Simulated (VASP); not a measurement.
OSZICAR of a VASP run on Li:

**OSZICAR**
```
...
DAV:   3    -0.110887921333E+02   -0.33067E-03   -0.25579E-03   669   0.397E-01    0.145E-02
DAV:   4    -0.110888213777E+02   -0.29244E-04   -0.76489E-05   541   0.690E-02    0.974E-03
DAV:   5    -0.110888302825E+02   -0.89048E-05   -0.11807E-05   350   0.353E-02
   3 F= -.11088830E+02 E0= -.11087419E+02  d E =-.623811E-02
       N       E                     dE             d eps       ncg     rms          rms(c)
DAV:   1    -0.110788137180E+02    0.10008E-01   -0.13269E+01   390   0.361E+01    0.224E-01
DAV:   2    -0.110924500861E+02   -0.13636E-01   -0.14318E-01   418   0.365E+00    0.624E-02
DAV:   3    -0.110939658507E+02   -0.15158E-02   -0.13203E-02   661   0.892E-01    0.416E-02
DAV:   4    -0.110940496551E+02   -0.83804E-04   -0.36049E-04   520   0.158E-01    0.289E-02
DAV:   5    -0.110940907278E+02   -0.41073E-04   -0.71635E-05   496   0.872E-02    0.558E-03
DAV:   6    -0.110941011122E+02   -0.10384E-04   -0.34324E-05   474   0.558E-02    0.638E-03
DAV:   7    -0.110941008703E+02    0.24194E-06   -0.51984E-06   270   0.279E-02
   4 F= -.11094101E+02 E0= -.11093333E+02  d E =-.115087E-01
       N       E                     dE             d eps       ncg     rms          rms(c)
DAV:   1    -0.110008650733E+02    0.93236E-01   -0.51554E+01   390   0.724E+01    0.584E-01
DAV:   2    -0.110804484739E+02   -0.79583E-01   -0.83753E-01   426   0.815E+00    0.125E-01
DAV:   3    -0.110903342021E+02   -0.98857E-02   -0.95860E-02   688   0.234E+00    0.144E-01
DAV:   4    -0.110905369613E+02   -0.20276E-03   -0.21994E-03   538   0.395E-01    0.107E-01
DAV:   5    -0.110904440319E+02    0.92929E-04   -0.39391E-04   626   0.172E-01    0.370E-02
DAV:   6    -0.110904917720E+02   -0.47740E-04   -0.44825E-04   680   0.184E-01    0.343E-02
DAV:   7    -0.110905041371E+02   -0.12365E-04   -0.99181E-05   482   0.823E-02    0.278E-02
DAV:   8    -0.110905075399E+02   -0.34028E-05   -0.31308E-06   265   0.189E-02
   5 F= -.11090508E+02 E0= -.11090559E+02  d E =-.791537E-02
       N       E                     dE             d eps       ncg     rms          rms(c)
DAV:   1    -0.110591774341E+02    0.31327E-01   -0.25141E+01   390   0.496E+01    0.284E-01
DAV:   2    -0.110905780300E+02   -0.31401E-01   -0.33011E-01   408   0.527E+00    0.977E-02
DAV:   3    -0.110948658708E+02   -0.42878E-02   -0.41265E-02   712   0.148E+00    0.999E-02
DAV:   4    -0.110949815460E+02   -0.11568E-03   -0.69979E-04   523   0.221E-01    0.756E-02
DAV:   5    -0.110949971054E+02   -0.15559E-04   -0.62021E-04   662   0.202E-01    0.375E-02
DAV:   6    -0.110950104565E+02   -0.13351E-04   -0.14226E-04   549   0.102E-01    0.258E-02
DAV:   7    -0.110950017288E+02    0.87277E-05   -0.59445E-06   300   0.289E-02
   6 F= -.11095002E+02 E0= -.11094575E+02  d E =-.124096E-01
       N       E                     dE             d eps       ncg     rms          rms(c)
DAV:   1    -0.110940146703E+02    0.99579E-03   -0.29805E+00   390   0.181E+01    0.105E-01
DAV:   2    -0.110974871599E+02   -0.34725E-02   -0.36342E-02   435   0.193E+00    0.362E-02
DAV:   3    -0.110977530210E+02   -0.26586E-03   -0.27077E-03   672   0.436E-01    0.202E-02
DAV:   4    -0.110977650018E+02   -0.11981E-04   -0.14110E-04   576   0.889E-02    0.138E-02
DAV:   5    -0.110977704406E+02   -0.54388E-05   -0.12920E-05   347   0.435E-02
   7 F= -.11097770E+02 E0= -.11097722E+02  d E =-.276871E-02
       N       E                     dE             d eps       ncg     rms          rms(c)
DAV:   1    -0.110601790736E+02    0.37586E-01   -0.26469E+01   390   0.541E+01    0.382E-01
DAV:   2    -0.110988037495E+02   -0.38625E-01   -0.40294E-01   433   0.613E+00    0.921E-02
DAV:   3    -0.111031933469E+02   -0.43896E-02   -0.42748E-02   658   0.168E+00    0.982E-02
DAV:   4    -0.111032555555E+02   -0.62209E-04   -0.99758E-04   492   0.291E-01    0.741E-02
DAV:   5    -0.111032464721E+02    0.90835E-05   -0.23741E-04   486   0.179E-01    0.919E-03
DAV:   6    -0.111032698798E+02   -0.23408E-04   -0.21755E-04   620   0.110E-01    0.236E-02
DAV:   7    -0.111032669910E+02    0.28888E-05   -0.11726E-05   260   0.340E-02
   8 F= -.11103267E+02 E0= -.11103711E+02  d E =-.826526E-02
       N       E                     dE             d eps       ncg     rms          rms(c)
DAV:   1    -0.108239823168E+02    0.27929E+00   -0.10121E+02   390   0.107E+02    0.108E+00
DAV:   2    -0.110741087439E+02   -0.25013E+00   -0.26610E+00   505   0.138E+01    0.161E-01
DAV:   3    -0.111019568347E+02   -0.27848E-01   -0.26787E-01   687   0.408E+00    0.288E-01
DAV:   4    -0.111019771340E+02   -0.20299E-04   -0.48459E-03   549   0.579E-01    0.246E-01
DAV:   5    -0.111007832487E+02    0.11939E-02   -0.42054E-03   607   0.492E-01    0.842E-02
DAV:   6    -0.111008444458E+02   -0.61197E-04   -0.11964E-03   579   0.252E-01    0.873E-02
DAV:   7    -0.111008194501E+02    0.24996E-04   -0.57473E-05   498   0.664E-02    0.553E-02
DAV:   8    -0.111008774885E+02   -0.58038E-04   -0.24019E-04   657   0.108E-01    0.317E-02
DAV:   9    -0.111008727033E+02    0.47852E-05   -0.32239E-05   416   0.515E-02
   9 F= -.11100873E+02 E0= -.11100570E+02  d E =-.587097E-02
       N       E                     dE             d eps       ncg     rms          rms(c)
DAV:   1    -0.110370347165E+02    0.63843E-01   -0.37999E+01   390   0.650E+01    0.401E-01
DAV:   2    -0.110965393463E+02   -0.59505E-01   -0.62378E-01   446   0.762E+00    0.121E-01
DAV:   3    -0.111039665340E+02   -0.74272E-02   -0.72551E-02   677   0.212E+00    0.125E-01
DAV:   4    -0.111042862287E+02   -0.31969E-03   -0.14162E-03   545   0.326E-01    0.882E-02
DAV:   5    -0.111042624419E+02    0.23787E-04   -0.90597E-04   660   0.249E-01    0.576E-02
DAV:   6    -0.111042829151E+02   -0.20473E-04   -0.16480E-04   494   0.151E-01    0.250E-02
DAV:   7    -0.111042819381E+02    0.97697E-06   -0.16308E-05   324   0.421E-02
  10 F= -.11104282E+02 E0= -.11104473E+02  d E =-.928021E-02
       N       E                     dE             d eps       ncg     rms          rms(c)
DAV:   1    -0.110888569434E+02    0.15426E-01   -0.12364E+01   390   0.384E+01    0.212E-01
DAV:   2    -0.111060303019E+02   -0.17173E-01   -0.18359E-01   405   0.439E+00    0.711E-02
DAV:   3    -0.111079963035E+02   -0.19660E-02   -0.18634E-02   691   0.112E+00    0.483E-02
DAV:   4    -0.111080506129E+02   -0.54309E-04   -0.48638E-04   517   0.161E-01    0.353E-02
DAV:   5    -0.111080847685E+02   -0.34156E-04   -0.85271E-05   500   0.112E-01    0.464E-03
DAV:   6    -0.111080910131E+02   -0.62446E-05   -0.48179E-05   483   0.530E-02
  11 F= -.11108091E+02 E0= -.11108056E+02  d E =-.380907E-02
       N       E                     dE             d eps       ncg     rms          rms(c)
DAV:   1    -0.110768957971E+02    0.31189E-01   -0.20885E+01   390   0.501E+01    0.299E-01
DAV:   2    -0.111071323426E+02   -0.30237E-01   -0.32755E-01   405   0.581E+00    0.911E-02
DAV:   3    -0.111109124164E+02   -0.37801E-02   -0.36606E-02   720   0.158E+00    0.702E-02
DAV:   4    -0.111110192112E+02   -0.10679E-03   -0.81392E-04   504   0.212E-01    0.514E-02
DAV:   5    -0.111110634477E+02   -0.44236E-04   -0.17662E-04   668   0.145E-01    0.843E-03
DAV:   6    -0.111110787349E+02   -0.15287E-04   -0.79072E-05   540   0.650E-02    0.106E-02
DAV:   7    -0.111110805491E+02   -0.18142E-05   -0.30435E-06   240   0.272E-02
  12 F= -.11111081E+02 E0= -.11110861E+02  d E =-.679861E-02
       N       E                     dE             d eps       ncg     rms          rms(c)
DAV:   1    -0.109242725138E+02    0.18681E+00   -0.81360E+01   390   0.998E+01    0.807E-01
DAV:   2    -0.110865784423E+02   -0.16231E+00   -0.17804E+00   429   0.129E+01    0.160E-01
DAV:   3    -0.111115416203E+02   -0.24963E-01   -0.25288E-01   704   0.435E+00    0.245E-01
DAV:   4    -0.111118307861E+02   -0.28917E-03   -0.37759E-03   512   0.527E-01    0.196E-01
DAV:   5    -0.111111598451E+02    0.67094E-03   -0.11543E-03   695   0.294E-01    0.343E-02
DAV:   6    -0.111112510509E+02   -0.91206E-04   -0.71533E-04   663   0.218E-01    0.534E-02
DAV:   7    -0.111112598924E+02   -0.88415E-05   -0.15347E-04   496   0.110E-01    0.205E-02
DAV:   8    -0.111112716010E+02   -0.11709E-04   -0.33442E-05   424   0.650E-02    0.118E-02
DAV:   9    -0.111112767778E+02   -0.51768E-05   -0.12485E-05   225   0.363E-02
  13 F= -.11111277E+02 E0= -.11110985E+02  d E =-.699484E-02
       N       E                     dE             d eps       ncg     rms          rms(c)
DAV:   1    -0.110823390168E+02    0.28933E-01   -0.18421E+01   390   0.468E+01    0.273E-01
DAV:   2    -0.111085575403E+02   -0.26219E-01   -0.28451E-01   405   0.536E+00    0.847E-02
DAV:   3    -0.111118954875E+02   -0.33379E-02   -0.31997E-02   720   0.147E+00    0.764E-02
DAV:   4    -0.111119986581E+02   -0.10317E-03   -0.68922E-04   501   0.189E-01    0.595E-02
DAV:   5    -0.111120132602E+02   -0.14602E-04   -0.17200E-04   731   0.151E-01    0.111E-02
DAV:   6    -0.111120222355E+02   -0.89752E-05   -0.48078E-05   515   0.598E-02
  14 F= -.11112022E+02 E0= -.11111746E+02  d E =-.774030E-02
       N       E                     dE             d eps       ncg     rms          rms(c)
DAV:   1    -0.111094064324E+02    0.26068E-02   -0.26508E+00   390   0.167E+01    0.809E-02
DAV:   2    -0.111122837571E+02   -0.28773E-02   -0.30137E-02   410   0.167E+00    0.305E-02
DAV:   3    -0.111125159999E+02   -0.23224E-03   -0.22822E-03   700   0.374E-01    0.196E-02
DAV:   4    -0.111125242209E+02   -0.82210E-05   -0.48856E-05   498   0.674E-02
  15 F= -.11112524E+02 E0= -.11112397E+02  d E =-.501985E-03
```

Q: Which electronic solver shows in the log?

A: It is blocked Davidson (ALGO = Normal, or the opening steps of other solvers). The INCAR had ALGO = Normal.

Q: Can the final energy be trusted as converged?

A: The calculation finished and met its thresholds. It stopped with EDIFF = 1E-5, NELM = 100, NSW = 50 and EDIFFG = -0.03 after 15 ionic steps (PBEsol GGA, plane waves, VASP's PBE PAW potentials (set 64)).

The cell is a thin slab with vacuum, built from Li (bcc): (100) face.
